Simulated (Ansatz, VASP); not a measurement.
One calculation of ZrF, two programs

```
CELL_PARAMETERS angstrom
1.47025 -2.08004 0.00000
1.47025 2.08004 0.00000
0.00000 0.00000 4.17683
ATOMIC_POSITIONS crystal
Zr 0.50000 0.50000 0.50000
F 0.00000 0.00000 0.00000
```

Change from the starting cell: species swapped into the MoW type (Cmmm, No. 65).

Alike in both runs: task single point; functional PBE; k mesh 8 × 8 × 4; occupations gaussian, width 0.1 eV; no spin polarisation.

|  | VASP | Ansatz |
| --- | --- | --- |
| version | VASP 6.6.1 | Ansatz 0.2.0 |
| potentials or method | VASP PAW PBE potentials, release 64 (Zr_sv, F) | scalar-relativistic, plane waves, PAW |
| plane-wave cutoff (eV) | 520 | 420 |
| valence electrons in the cell | 19 | 19 |

|  | VASP | Ansatz | Ansatz less VASP |
| --- | --- | --- | --- |
| gap on the k mesh at the Fermi level (eV) | none | none | - |
| pressure (GPa) | 25.0 | 24.9 | -0.13 |
| largest component of the traceless stress (GPa) | 36.51 | 36.34 | -0.178 |

A gap of «none» marks a metal or a gap that the smearing closes.

Caveats: the k mesh is coarse (spacing up to 0.38 Å⁻¹), so the values aren't converged; so large a pressure means that the cell lies far from this level's equilibrium, or that cutoff or potentials fall short (VASP); an odd number of electrons without spin polarisation forces a metal; a magnetic or distorted state may lie lower.
